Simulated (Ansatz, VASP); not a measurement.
One calculation of BaBr, two programs

INCAR

```
PREC = Accurate ; ENCUT = 520
EDIFF = 1E-7 ; ISMEAR = 0
SIGMA = 0.1 ; LREAL = F
LASPH = T ; NELM = 60
ALGO = Normal ; ISIF = 2
LWAVE = F ; LCHARG = T
GGA = PE ; LELF = T
LVHAR = T ; NBANDS = 25
```

The input KPOINTS:

```
Automatic mesh
0
Gamma
  6 6 4
```

The input POSCAR:

```
BaBr
1.0
    4.9489852800      0.0000000000      0.0000000000
   -2.4744926400      4.2859469700      0.0000000000
    0.0000000000      0.0000000000      6.3020708300
Ba Br
2 2
Direct
    0.0000000000      0.0000000000      0.5000000000
    0.0000000000      0.0000000000      0.0000000000
    0.3333333300      0.6666666700      0.2500000000
    0.6666666700      0.3333333300      0.7500000000
```

Input for Ansatz:

```yaml
crystal:
  lattice:
    - [4.94898528, 0.0, 0.0]
    - [-2.47449264, 4.28594697, 0.0]
    - [0.0, 0.0, 6.30207083]
  atoms:
    - { symbol: Ba, position: [0.0, 0.0, 0.5] }
    - { symbol: Ba, position: [0.0, 0.0, 0.0] }
    - { symbol: Br, position: [0.33333333, 0.66666667, 0.25] }
    - { symbol: Br, position: [0.66666667, 0.33333333, 0.75] }
basis:
  ecutwfc: 420
kpoints:
  mp_grid: { grid: [6, 6, 4] }
hamiltonian:
  xc: pbe
scf:
  occupations: { method: gaussian, width: 0.1 }
  lower_state_search: "off"
output:
  forces: true
  stress: true
  eigenvalues: true
```

Change from the starting cell: species swapped into the NiBi type (P6_3/mmc, No. 194).

Alike in both runs: task single point; functional PBE; k mesh 6 × 6 × 4; occupations gaussian, width 0.1 eV; no spin polarisation.

|  | VASP | Ansatz |
| --- | --- | --- |
| version | VASP 6.6.1 | Ansatz 0.2.0 |
| potentials or method | VASP PAW PBE potentials, release 64 (Ba_sv, Br) | scalar-relativistic, plane waves, PAW |
| plane-wave cutoff (eV) | 520 | 420 |
| valence electrons in the cell | 34 | 34 |

```tsv
	VASP	Ansatz	Ansatz less VASP
gap on the k mesh at the Fermi level (eV)	none	none	-
pressure (GPa)	6.0	5.2	-0.88
largest component of the traceless stress (GPa)	6.03	5.78	-0.250
```

A gap of «none» marks a metal or a gap that the smearing closes. The functional is the same, so the differences come from potentials, cutoffs and numerics.

The runs have no spin-orbit coupling, so splittings on Ba are missing.
